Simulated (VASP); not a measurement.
Computed with PBEsol GGA, VASP's PBE PAW potentials (set 64) (plane waves; VASP).

VASP ran on this input.

### POSCAR
```
NaI
1.0
  0.0000000000   3.2060083226   3.2060083226
  3.1980132894   0.0079950332   3.1980132894
  3.1980132894   3.1980132894   0.0079950332
Na I
1 1
direct
  0.0000000000   0.0000000000   0.0000000000
  0.5000000000   0.5000000000   0.5000000000
```

INCAR:
```
! general
SYSTEM  = NaI
PREC    = Accurate
ENCUT   = 480
LREAL   = .False.
LASPH   = .True.

! electronic loop
EDIFF   = 1E-7
NELM    = 100
ALGO    = Normal
LMAXMIX = 4

! smearing
ISMEAR  = 0
SIGMA   = 0.05

! functional
GGA     = PS

! ions
ISIF    = 2

! output
LWAVE   = .False.
LCHARG  = .False.
```

KPOINTS:
```
Automatic mesh
0
Gamma
8 8 8
0 0 0
```

POTCAR, in this order: Na_pv I (PBE.64 set). Program: vasp_std.

Unless said otherwise, spin-orbit coupling is left out, though it shifts the bands of the heavy elements here.

### Question
What does the run give for the energy per atom (σ→0), band gap (on the k-mesh)?

### Answer

| Quantity | Result |
|---|---|
| energy per atom (σ→0) | -2.835 eV/atom |
| band gap (on the k-mesh) | 3.59 eV |

### OSZICAR
```
...
DAV:   6    -0.567888053671E+01    0.56842E-01   -0.77638E-02  2432   0.243E+00    0.956E-01
DAV:   7    -0.566887150635E+01    0.10009E-01   -0.58218E-02  2467   0.181E+00    0.501E-01
DAV:   8    -0.566976959119E+01   -0.89808E-03   -0.32770E-03  2252   0.683E-01    0.946E-02
DAV:   9    -0.566974356304E+01    0.26028E-04   -0.10072E-04  2399   0.138E-01    0.261E-02
DAV:  10    -0.566974849748E+01   -0.49344E-05   -0.21376E-05  2468   0.657E-02    0.552E-03
DAV:  11    -0.566974867325E+01   -0.17577E-06   -0.23799E-06  2303   0.196E-02    0.178E-03
DAV:  12    -0.566974876717E+01   -0.93917E-07   -0.27140E-07  2393   0.404E-03
   1 F= -.56697488E+01 E0= -.56697488E+01  d E =-.361510E-16
```

The compound is NaI in the rock salt structure. This cell was strained or had an atom moved on purpose.
